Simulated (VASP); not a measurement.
# A VASP study of SiC (Moissanite 3C) (PBE): structure first, properties next, part 2 of 2

What structure and properties does PBE give SiC (Moissanite 3C), and how near are they to the measured ones? The start is a cell from a database of measured crystal structures.

VASP 6.6.1, plane waves and PAW; the level of theory is named at each step.

So far, gap on the k-mesh (eV): step 2 (full relaxation (PBE)) 1.51; step 6 (density of states (PBE)) 1.44; step 7 (zone-centre phonons (PBE)) 1.51; step 8 (volume scan with PBE, volume scale 0.94) 1.46.

### Step 9. Volume scan with PBE, volume scale 0.96

INCAR

```
SYSTEM = SiC
PREC = Accurate
ENCUT = 520
EDIFF = 1E-06
NELM = 100
ISMEAR = 0
SIGMA = 0.05
LREAL = .FALSE.
ALGO = Normal
GGA = PE
NBANDS = 10
LORBIT = 11
LWAVE = .FALSE.
LCHARG = .FALSE.
KPAR = 2
ISIF = 2
```

POSCAR

```
SiC
1.0
    0.0000000000      2.1601130749      2.1601130749
    2.1601130749      0.0000000000      2.1601130749
    2.1601130749      2.1601130749      0.0000000000
Si C
1 1
Direct
    0.0000000000      0.0000000000      0.0000000000
    0.2500000000      0.2500000000      0.2500000000
```

KPOINTS

```
Automatic mesh
0
Gamma
9 9 9
0 0 0
```

PAW data sets: Si and C (PBE family, release 64).

Command:

```sh
mpirun -np 2 vasp_std
```

Run time: 4.8 s. Hardware: 2 MPI ranks of AMD EPYC 7R43, shared host; peak memory 0.19 GiB.

This step gave:

```yaml
free_energy_toten: -15.04 eV
fermi_energy: 8.617 eV
pressure: 9.392 GPa
gap_on_the_k_mesh: 1.482 eV
least_direct_gap_on_the_k_mesh: 4.650 eV
```

The pressure falls from 14.83 to 9.39 GPa.

The run ends at a pressure of 9.39 GPa.

### Step 10. Volume scan with PBE, volume scale 0.98

INCAR is that of step 9.

POSCAR

```
SiC
1.0
    0.0000000000      2.1750108773      2.1750108773
    2.1750108773      0.0000000000      2.1750108773
    2.1750108773      2.1750108773      0.0000000000
Si C
1 1
Direct
    0.0000000000      0.0000000000      0.0000000000
    0.2500000000      0.2500000000      0.2500000000
```

KPOINTS is that of step 9.

Command:

```sh
mpirun -np 2 vasp_std
```

The job ended after 5 s (2 MPI ranks; peak memory 0.19 GiB).

The pressure falls from 9.39 to 4.47 GPa.

The run ends at a pressure of 4.47 GPa.

### Step 11. Volume scan with PBE, volume scale 1

INCAR is that of step 10.

POSCAR

```
SiC
1.0
    0.0000000000      2.1897073425      2.1897073425
    2.1897073425      0.0000000000      2.1897073425
    2.1897073425      2.1897073425      0.0000000000
Si C
1 1
Direct
    0.0000000000      0.0000000000      0.0000000000
    0.2500000000      0.2500000000      0.2500000000
```

KPOINTS is that of step 10.

Command:

```sh
mpirun -np 2 vasp_std
```

Wall time 4.8 s (2 MPI ranks); peak memory 0.2 GiB; 8.5 s of CPU time.

The pressure falls from 4.47 to 0.00 GPa.

The run ends at a pressure of 0.00 GPa.

### Step 12. Volume scan with PBE, volume scale 1.02

INCAR is that of step 11.

POSCAR

```
SiC
1.0
    0.0000000000      2.2042091383      2.2042091383
    2.2042091383      0.0000000000      2.2042091383
    2.2042091383      2.2042091383      0.0000000000
Si C
1 1
Direct
    0.0000000000      0.0000000000      0.0000000000
    0.2500000000      0.2500000000      0.2500000000
```

KPOINTS is that of step 11.

Command:

```sh
mpirun -np 2 vasp_std
```

The job ended after 4.8 s (2 MPI ranks; peak memory 0.2 GiB; 8.2 s of CPU time).

The pressure falls from 0.00 to -4.04 GPa.

The run ends at a pressure of -4.04 GPa.

### Step 13. Volume scan with PBE, volume scale 1.04

INCAR is that of step 12.

POSCAR

```
SiC
1.0
    0.0000000000      2.2185225857      2.2185225857
    2.2185225857      0.0000000000      2.2185225857
    2.2185225857      2.2185225857      0.0000000000
Si C
1 1
Direct
    0.0000000000      0.0000000000      0.0000000000
    0.2500000000      0.2500000000      0.2500000000
```

KPOINTS is that of step 12.

Command:

```sh
mpirun -np 2 vasp_std
```

Elapsed: 4.6 s, on 2 MPI ranks; peak memory 0.2 GiB; 8.2 s of CPU time.

The pressure falls from -4.04 to -7.71 GPa.

The run ends at a pressure of -7.71 GPa.

### Step 14. Volume scan with PBE, volume scale 1.06

A prediction first. A parabola through the 6 pressures of evenly scaled cells so far, P = -0.01 -213.0 t +429 t² GPa with t = ln(V/V₁) and V₁ the volume at scale 1, gives -10.96 GPa at t = +0.0583.

INCAR is that of step 13.

POSCAR

```
SiC
1.0
    0.0000000000      2.2326536838      2.2326536838
    2.2326536838      0.0000000000      2.2326536838
    2.2326536838      2.2326536838      0.0000000000
Si C
1 1
Direct
    0.0000000000      0.0000000000      0.0000000000
    0.2500000000      0.2500000000      0.2500000000
```

KPOINTS is that of step 13.

Command:

```sh
mpirun -np 2 vasp_std
```

Wall time 4.6 s (2 MPI ranks); peak memory 0.2 GiB.

The pressure falls from -7.71 to -11.03 GPa. The parabola predicted -10.96 GPa, +0.07 GPa off.

### Step 15. Side by side

Times are for 2 MPI ranks of AMD EPYC 7R43, shared host. The series side by side:

```csv
no.,volume scale,energy above the lowest point (meV/atom),pressure (GPa),gap on the k-mesh (eV),time,memory (GiB)
1,0.94,27.89,14.83,1.465,4.8 s,0.2
2,0.96,12.02,9.392,1.482,4.8 s,0.19
3,0.98,2.94,4.466,1.498,5 s,0.19
4,1,0,0.001971,1.513,4.8 s,0.2
5,1.02,2.64,-4.043,1.527,4.8 s,0.2
6,1.04,10.32,-7.709,1.541,4.6 s,0.2
7,1.06,22.58,-11.03,1.553,4.6 s,0.2
```

### Step 16. Fit for PBE

This step: Birch-Murnaghan fit, PBE; plane waves and PAW (VASP 6.6.1).

No new run; the numbers come from the runs before.

Numbers from this step:

* pressure derivative of the bulk modulus: 3.928
* r.m.s. error of the fit: 1.61e-6 eV/atom
* minimum inside the sampled range: yes
* bulk modulus: 212.1 GPa
* equilibrium volume of the fit: 10.50 Å³/atom

Table of energy above the fitted minimum by volume:

```csv
volume (Å³/atom),energy above the fitted minimum (eV/atom)
9.869,0.0279
10.079,0.0120
10.289,0.00293
10.499,-2.2e-6
10.709,0.00264
10.919,0.0103
11.129,0.0226
```

The fitted volume lies +0.02 % from the relaxed one.

### Step 17. Independent-particle dielectric function (PBE)

This step: PBE; plane waves and PAW (Si, C) (VASP 6.6.1).

LOPTICS sums transitions from filled to empty bands. The mesh is finer than in the run before. NBANDS is raised for it.

Changes to INCAR since step 14:

```diff
@@ -10,3 +10,3 @@
 GGA = PE
-NBANDS = 10
+NBANDS = 20
 LORBIT = 11
@@ -15,2 +15,4 @@
 KPAR = 2
-ISIF = 2
+LOPTICS = .TRUE.
+NEDOS = 1500
+CSHIFT = 0.1
```

POSCAR

```
SiC
1.0
    0.0000000000      2.1897073425      2.1897073425
    2.1897073425      0.0000000000      2.1897073425
    2.1897073425      2.1897073425      0.0000000000
Si C
1 1
Direct
    0.0000000000      0.0000000000      0.0000000000
    0.2500000000      0.2500000000      0.2500000000
```

KPOINTS

```
Automatic mesh
0
Gamma
13 13 13
0 0 0
```

Command:

```sh
mpirun -np 2 vasp_std
```

Wall time 16 s (2 MPI ranks); peak memory 0.27 GiB.

These are independent-particle spectra without excitons or local fields, and fine structure depends on the mesh and on CSHIFT.

Numbers from this step:

| Property | Result |
| --- | --- |
| bands | 20 |
| irreducible k-points | 84 |
| free energy (TOTEN) | -15.06 eV |
| Fermi energy | 8.139 eV |
| pressure | -0.004960 GPa |
| conduction bottom at k | 0.4615, 0.4615, 0 |
| least direct gap at k | 0.4615, 0.4615, 0 |
| gap on the k-mesh | 1.439 eV |
| least direct gap on the k-mesh | 4.564 eV |

The imaginary dielectric function, xx has structure finer than the step of the table below, so its rows give means over 0.5 eV, whole bins alone (the curve runs from 0 to 25.0 eV). Peaks (eV: height): 6.68: 27.1, 8.22: 19.1.

Imaginary dielectric function, xx against photon energy; means over each step:

```csv
photon energy (eV),"imaginary dielectric function, xx"
0.5,0.0123
1.0,0.0254
1.5,0.0406
2.0,0.0594
2.5,0.0843
3.0,0.121
3.5,0.183
4.0,0.327
4.5,1.30
5.0,3.30
5.5,7.11
6.0,11.3
6.5,20.2
7.0,19.3
7.5,9.35
8.0,13.9
8.5,13.4
9.0,8.63
9.5,6.75
10.0,5.24
10.5,5.50
11.0,3.84
11.5,2.27
12.0,2.32
12.5,2.45
13.0,2.02
13.5,1.62
14.0,1.43
14.5,1.32
15.0,1.11
15.5,0.934
16.0,0.829
16.5,0.614
17.0,0.522
17.5,0.518
18.0,0.451
18.5,0.410
19.0,0.338
19.5,0.270
20.0,0.270
20.5,0.245
21.0,0.205
21.5,0.192
22.0,0.238
22.5,0.243
23.0,0.235
23.5,0.189
24.0,0.212
24.5,0.186
```

Table of real dielectric function, xx by photon energy:

photon energy (eV), real dielectric function, xx and a bar from the least value:
```
      0.0        7.2 ##################
      0.5        7.3 ##################
      1.0        7.4 ##################
      1.5        7.5 ##################
      2.0        7.8 ###################
      2.5        8.1 ###################
      3.0        8.6 ####################
      3.5        9.3 #####################
      4.0       10.5 ######################
      4.5       12.7 #########################
      5.0       13.0 #########################
      5.5       15.6 ############################
      6.0       16.9 ##############################
      6.5       16.2 #############################
      7.0       -3.6 #####
      7.5        0.2 #########
      8.0        3.8 ##############
      8.5       -7.3 
      9.0       -3.4 #####
      9.5       -5.2 ###
     10.0       -3.3 #####
     10.5       -5.4 ##
     11.0       -4.4 ####
     11.5       -3.5 #####
     12.0       -2.5 ######
     12.5       -2.4 ######
     13.0       -2.4 ######
     13.5       -2.3 ######
     14.0       -2.1 #######
     14.5       -1.6 #######
     15.0       -1.6 #######
     15.5       -1.4 #######
     16.0       -1.2 ########
     16.5       -1.2 ########
     17.0       -0.8 ########
     17.5       -0.8 ########
     18.0       -0.8 ########
     18.5       -0.6 ########
     19.0       -0.5 ########
     19.5       -0.4 #########
     20.0       -0.3 #########
     20.5       -0.2 #########
     21.0       -0.1 #########
     21.5        0.0 #########
     22.0        0.1 #########
     22.5        0.0 #########
     23.0        0.1 #########
     23.5        0.1 #########
     24.0        0.2 #########
     24.5        0.2 #########
```

Its static limit, 7.23, stands beside 7.07 from the response with local fields; local fields, the finite band count and the meshes make the difference. The mean of ε2 over directions passes 5 % of its top at 4.54 eV, against a least direct gap of 4.56 eV on this mesh, so absorption sets in close to the direct gap. The indirect gap (1.37 eV in the band run) doesn't show, since phonons are left out.

### Step 18. Starting orbitals for the hybrid

A hybrid converges badly from random orbitals, so a cheap semilocal run writes a WAVECAR on the same mesh first.

INCAR

```
SYSTEM = SiC
PREC = Accurate
ENCUT = 520
EDIFF = 1E-05
NELM = 100
ISMEAR = 0
SIGMA = 0.05
LREAL = .FALSE.
ALGO = Normal
GGA = PE
NBANDS = 10
LORBIT = 11
LWAVE = .TRUE.
LCHARG = .FALSE.
KPAR = 2
```

POSCAR is that of step 17.

KPOINTS

```
Automatic mesh
0
Gamma
5 5 5
0 0 0
```

Command:

```sh
mpirun -np 2 vasp_std
```

It took 2.2 s on 2 MPI ranks; peak memory 0.19 GiB.

A gap read on the k-mesh alone can miss the band edges.

This step gave:

* SCF cycles: 11
* bands: 10
* irreducible k-points: 10
* free energy (TOTEN): -15.03 eV
* Fermi energy: 8.204 eV
* pressure: 0.1283 GPa
* conduction bottom at k: 0.4, 0.4, 0
* least direct gap at k: 0.4, 0.4, 0
* gap on the k-mesh: 1.815 eV
* least direct gap on the k-mesh: 4.768 eV

### Step 19. Bands along the symmetry lines (HSE06)

This step: HSE06; plane waves and PAW (Si, C) (VASP 6.6.1).

HSE06 mixes in a quarter of exact exchange at short range, at far higher cost; in semiconductors this cures much of the gap error, while metals seldom gain.

INCAR

```
SYSTEM = SiC
PREC = Accurate
ENCUT = 520
EDIFF = 1E-06
NELM = 100
ISMEAR = 0
SIGMA = 0.05
LREAL = .FALSE.
ALGO = Normal
LHFCALC = .TRUE.
AEXX = 0.25
GGA = PE
HFSCREEN = 0.2
LASPH = .TRUE.
NBANDS = 10
PRECFOCK = Fast
LORBIT = 11
LWAVE = .FALSE.
LCHARG = .FALSE.
KPAR = 2
```

POSCAR is that of step 18.

KPOINTS is that of step 18.

KPOINTS_OPT

```
Line mode
6
Line-mode
Reciprocal
  0.00000000   0.00000000   0.00000000 GAMMA
  0.50000000   0.00000000   0.50000000 X

  0.50000000   0.00000000   0.50000000 X
  0.50000000   0.25000000   0.75000000 W

  0.50000000   0.25000000   0.75000000 W
  0.37500000   0.37500000   0.75000000 K

  0.37500000   0.37500000   0.75000000 K
  0.00000000   0.00000000   0.00000000 GAMMA

  0.00000000   0.00000000   0.00000000 GAMMA
  0.50000000   0.50000000   0.50000000 L

  0.50000000   0.50000000   0.50000000 L
  0.62500000   0.25000000   0.62500000 U

  0.62500000   0.25000000   0.62500000 U
  0.50000000   0.25000000   0.75000000 W

  0.50000000   0.25000000   0.75000000 W
  0.50000000   0.50000000   0.50000000 L

  0.50000000   0.50000000   0.50000000 L
  0.37500000   0.37500000   0.75000000 K

  0.62500000   0.25000000   0.62500000 U
  0.50000000   0.00000000   0.50000000 X
```

The run starts from files that an earlier step left in the folder.

Command:

```sh
mpirun -np 2 vasp_std
```

Wall time 2.6 min (2 MPI ranks); peak memory 0.42 GiB.

The k-mesh is coarse for exact exchange; levels may shift by about 0.1 eV on a finer one. The PAW data sets were made with PBE, which is usual practice but a small mismatch for other functionals.

Numbers from this step:

| Property | Result |
| --- | --- |
| SCF cycles | 9 |
| free energy (TOTEN) | -17.42 eV |
| Fermi energy | 7.56 eV |
| least gap on mesh and path | 2.262 eV |
| least direct gap on mesh and path | 5.734 eV |
| conduction bottom at k | 0.5, 0, 0.5 |
| least direct gap at k | 0.5, 0, 0.5 |

Electronic bands along the path, in eV, zero at the valence-band top; v1 is the highest filled band, c1 the lowest empty one:

```csv
point,v3,v2,v1,c1,c2,c3,c4
Γ,0.00,0.00,0.00,7.38,8.49,8.49,8.49
0.60 of the way,-4.79,-2.57,-2.57,4.16,6.70,13.06,13.06
X,-8.50,-3.47,-3.47,2.26,5.33,15.78,15.78
0.60 of the way,-8.04,-4.68,-4.55,4.62,7.78,12.78,14.24
W,-7.66,-5.38,-5.00,6.33,10.80,10.89,10.99
0.40 of the way,-7.77,-5.69,-4.15,5.60,9.50,11.59,12.68
K,-7.93,-5.95,-2.83,4.10,9.01,13.41,14.05
0.60 of the way,-3.74,-2.20,-0.30,8.34,8.64,9.21,10.23
Γ,0.00,0.00,0.00,7.38,8.49,8.49,8.49
0.40 of the way,-3.40,-0.48,-0.48,7.33,9.15,9.15,10.14
L,-9.27,-1.16,-1.16,6.52,8.43,8.43,11.49
0.60 of the way,-8.45,-4.39,-2.10,5.41,9.91,10.96,12.53
U,-7.93,-5.95,-2.83,4.10,9.01,13.41,14.05
0.40 of the way,-7.85,-5.83,-3.52,4.91,9.20,12.23,13.52
W,-7.66,-5.38,-5.00,6.33,10.80,10.89,10.99
0.40 of the way,-8.21,-4.71,-2.96,6.25,8.84,12.03,12.56
L,-9.27,-1.16,-1.16,6.52,8.43,8.43,11.49
0.40 of the way,-8.89,-2.93,-1.66,6.31,8.70,9.67,12.65
K,-7.93,-5.95,-2.83,4.10,9.01,13.41,14.05
jump to U,-7.93,-5.95,-2.83,4.10,9.01,13.41,14.05
0.40 of the way,-8.26,-4.88,-3.23,3.25,6.81,14.74,15.06
X,-8.50,-3.47,-3.47,2.26,5.33,15.78,15.78
```

Of the projections kept (Si, C), the largest for each band there; the rest of the weight can lie on other orbitals:

```csv
point,v3,v2,v1,c1,c2,c3,c4
Γ,C 0.88,C 0.88,C 0.88,C 0.78,Si 0.98,Si 0.98,Si 0.98
X,Si 0.66,C 0.58,C 0.58,Si 0.53,Si 0.90,C 0.59,C 0.59
W,Si 0.69,C 0.61,Si 0.52,C 0.97,Si 0.69,C 0.52,Si 0.73
K,Si 0.67,C 0.52,C 0.61,Si 0.56,C 0.52,C 0.51,C 0.62
Γ,C 0.88,C 0.88,C 0.88,C 0.78,Si 0.98,Si 0.98,Si 0.98
L,Si 0.61,C 0.72,C 0.72,Si 0.59,Si 0.91,Si 0.91,C 0.94
```

The gap moves by +0.89 eV against PBE, which ran on another mesh.

### Step 20. Band structure (TB-mBJ)

This step: TB-mBJ; plane waves and PAW (Si, C) (VASP 6.6.1).

The mesh alone shows little of the dispersion and can miss band extrema, so KPOINTS_OPT adds a path through the symmetry points after the self-consistent cycle. TB-mBJ is a local potential fitted to gaps: it costs far less than a hybrid but gives no energy.

INCAR

```
SYSTEM = SiC
PREC = Accurate
ENCUT = 520
EDIFF = 1E-06
NELM = 150
ISMEAR = 0
SIGMA = 0.05
LREAL = .FALSE.
ALGO = Normal
METAGGA = MBJ
LASPH = .TRUE.
NBANDS = 16
LORBIT = 11
LWAVE = .FALSE.
LCHARG = .FALSE.
KPAR = 2
```

POSCAR is that of step 19.

KPOINTS

```
Automatic mesh
0
Gamma
9 9 9
0 0 0
```

Changes to KPOINTS_OPT since step 19:

```diff
@@ -1,3 +1,3 @@
 Line mode
-6
+16
 Line-mode
```

Command:

```sh
mpirun -np 2 vasp_std
```

Run time: 38 s. Hardware: 2 MPI ranks; peak memory 0.23 GiB.

This functional is a potential without an energy, so its energies, forces and stress mean nothing and are not read.

This step gave:

* SCF cycles: 41
* bands: 16
* irreducible k-points: 35
* Fermi energy: 8.034 eV
* least gap on mesh and path: 2.355 eV
* least direct gap on mesh and path: 5.505 eV

The electronic bands at the labelled points (eV, zero at the valence-band top; v1 is the highest filled band, c1 the lowest empty one):

```csv
point,v3,v2,v1,c1,c2,c3,c4
Γ,0.00,0.00,0.00,6.83,7.90,7.90,7.90
0.53 of the way,-3.71,-2.05,-2.05,4.60,6.88,11.72,11.72
X,-7.59,-3.15,-3.15,2.35,5.07,15.44,15.44
0.47 of the way,-7.34,-3.85,-3.79,3.77,6.51,13.31,14.37
W,-6.89,-4.76,-4.41,6.08,10.15,10.37,10.44
0.47 of the way,-7.00,-5.07,-3.51,5.20,8.82,11.32,12.26
K,-7.11,-5.25,-2.57,4.03,8.48,12.94,13.44
0.53 of the way,-4.10,-2.52,-0.48,7.74,8.31,8.94,9.69
Γ,0.00,0.00,0.00,6.83,7.90,7.90,7.90
0.47 of the way,-3.82,-0.57,-0.57,6.68,8.65,8.65,9.96
L,-8.23,-1.09,-1.09,6.06,8.05,8.05,11.19
0.53 of the way,-7.66,-3.51,-1.79,5.53,8.95,10.04,11.95
U,-7.11,-5.25,-2.57,4.03,8.48,12.94,13.44
0.47 of the way,-7.02,-5.11,-3.33,4.98,8.73,11.54,12.53
W,-6.89,-4.76,-4.41,6.08,10.15,10.37,10.44
0.47 of the way,-7.49,-3.83,-2.34,6.12,8.08,11.23,11.82
L,-8.23,-1.09,-1.09,6.06,8.05,8.05,11.19
0.47 of the way,-7.79,-3.08,-1.66,5.81,8.55,9.62,12.04
K,-7.11,-5.25,-2.57,4.03,8.48,12.94,13.44
jump to U,-7.11,-5.25,-2.57,4.03,8.48,12.94,13.44
0.47 of the way,-7.43,-4.15,-2.98,3.11,6.15,14.53,14.84
X,-7.59,-3.15,-3.15,2.35,5.07,15.44,15.44
```

Of the projections kept (Si, C), the largest for each band there; the rest of the weight can lie on other orbitals:

```csv
point,v3,v2,v1,c1,c2,c3,c4
Γ,C 0.88,C 0.88,C 0.88,C 0.78,Si 0.97,Si 0.97,Si 0.97
X,Si 0.62,C 0.60,C 0.60,Si 0.54,Si 0.87,C 0.59,C 0.59
W,Si 0.66,C 0.63,Si 0.50,C 0.96,C 0.54,Si 0.68,Si 0.73
K,Si 0.63,C 0.55,C 0.63,Si 0.55,C 0.54,C 0.51,C 0.73
Γ,C 0.88,C 0.88,C 0.88,C 0.78,Si 0.97,Si 0.97,Si 0.97
L,Si 0.58,C 0.73,C 0.73,Si 0.57,Si 0.89,Si 0.89,C 0.93
```

The gap moves by +0.98 eV against PBE.

### Step 21. Summary of results

| Item | Value |
| --- | --- |
| relaxed volume | 10.50 Å³/atom |
| relaxed conventional cell a, b, c | 4.379, 4.379, 4.379 Å |
| space group after relaxing, within 0.02 Å | F-43m (No. 216) |
| band gap | 1.37 eV, indirect (least direct gap of that run 4.53 eV) |
| gap among the points of the DOS mesh alone, an upper bound | 1.44 eV |
| static dielectric constant from modes and Born charges, mean | 10.4 |
| LO mode by the Lyddane-Sachs-Teller relation | 941 cm⁻¹ |
| electronic dielectric constant, mean | 7.07 |
| highest zone-centre mode | 775 cm⁻¹ |
| bulk modulus from the fit | 212 GPa |
| volume from the fit | 10.5 Å³/atom |
| strongest peak of ε2, mean over directions | 6.68 eV |
| ε1 at zero frequency, no local fields, mean | 7.23 |
| band gap (HSE06) | 2.26 eV, indirect (least direct gap of that run 5.73 eV) |
| band gap (TB-mBJ) | 2.35 eV, indirect (least direct gap of that run 5.50 eV) |

With PBE, SiC (Moissanite 3C) relaxes to 10.50 Å³/atom in space group F-43m (held by the symmetry of the run), has an indirect gap of 1.37 eV (2.26 eV with HSE06) and has a bulk modulus of 212 GPa. Against the listed cell the volume lies +1.5 %. Zone-centre phonons (PBE): The infrared spectrum is led by the line at 775 cm⁻¹. Zone-centre phonons (PBE): The highest mode in this list at Γ, 775.0 cm⁻¹, is mostly motion of C (70 % of the kinetic energy). Bands along the symmetry lines (HSE06): On this path the gap is indirect, 2.26 eV, with the valence top at Γ and the conduction bottom at X. The least direct gap is 5.73 eV. Band structure (TB-mBJ): On this path the gap is indirect, 2.35 eV, with the valence top at Γ and the conduction bottom at X. The least direct gap is 5.50 eV. The other levels ran on the cell relaxed with PBE, and without spin-orbit coupling unless named. Semilocal functionals usually underestimate gaps. Modes at Γ alone can't show that the crystal is stable at other wave vectors, and the LO-TO splitting is not included. No search among competing phases was made, and a listed structure need not be the one stable at ambient conditions. All values are for a static lattice at zero temperature.

Comparison with the measured values:

| quantity | measured | PBE | Birch-Murnaghan fit, PBE |
| --- | --- | --- | --- |
| lattice constant a (Å) | 4.357 | 4.379 (+0.5 %) | - |
| ε∞ (mean of the tensor) | 6.49 | 7.07 (+8.9 %) | - |
| bulk modulus (GPa) | 225 | - | 212 (-5.7 %) |
| infrared mode, TO at Gamma (cm⁻¹) | 797.5 | 775 (-2.8 %) | - |
| LO mode, LO (cm⁻¹) | 972 | 941 (-3.1 %) | - |

Measured values from arxiv:1210.3244 (2012), arxiv:astro-ph/9903031 (1999), pmc:9505936 (2022), arxiv:0803.1210 (2008) and pmc:7200658 (2020).

**Verdict.** The lattice constant a is off by +0.5 %: good agreement. The ε∞ is off by +8.9 %: fair agreement. The bulk modulus is off by -5.7 %: fair agreement. The infrared mode is off by -2.8 %: good agreement. The LO mode is off by -3.1 %: good agreement. The grades are ours: good and fair within 0.7 and 1.5 % for the lattice constant a, 7 and 18 % for the ε∞, 5 and 12 % for the bulk modulus and 3 and 7 % for the infrared mode. For lattice constants, bulk modulus and infrared mode the calculation has a static lattice, without zero-point motion or thermal expansion (measured at up to 292 K). As a rule both would widen the computed cell, so the excess over experiment is if anything larger than shown.

[Lines on the potential files, build, host, timing and source positions are cut from VASP's logs without a mark.]

[Logs are printed without paths, hosts, clocks, repeated set-up lines and the standing remarks that a program may print on its own settings, such as how far it seeks lower states.]

[Hosts, paths, dates, database ids (printed as entryN), source tags and the programs' standing remarks are cut or masked in the printed files.]

[A measured line is paired with the nearest computed mode of its activity, which favours agreement.]
